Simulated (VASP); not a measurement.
Consider the following.

```
NaH
1.0
    0.00000     2.34456     2.34456
    2.34456     0.00000     2.34456
    2.34456     2.34456     0.00000
Na H
1 1
Direct
  0.00000   0.00000   0.00000
  0.50000   0.50000   0.50000
```

Method: LDA (Ceperley-Alder, Perdew-Zunger), VASP's LDA PAW potentials (set 64) (plane waves; VASP). Settings: 520 eV cut-off, Gaussian smearing of 0.050 eV, potentials Na_pv H.

Task: Give the energies of bands 4 to 7 at the high-symmetry points, in eV from the valence-band maximum.

Result: 
```tsv
band	Γ	X	U	L	W
4	-4.06	-0.22	-0.13	-0.96	0.00
5	11.21	4.47	5.19	3.55	5.91
6	15.85	9.99	6.29	11.21	5.91
7	15.85	10.89	11.49	13.62	8.53
```

The gap is indirect, 3.55 eV, from the valence maximum at W to the conduction minimum at L.

The compound is NaH in the rock salt structure. It was relaxed first, which changed the volume by -11 %.
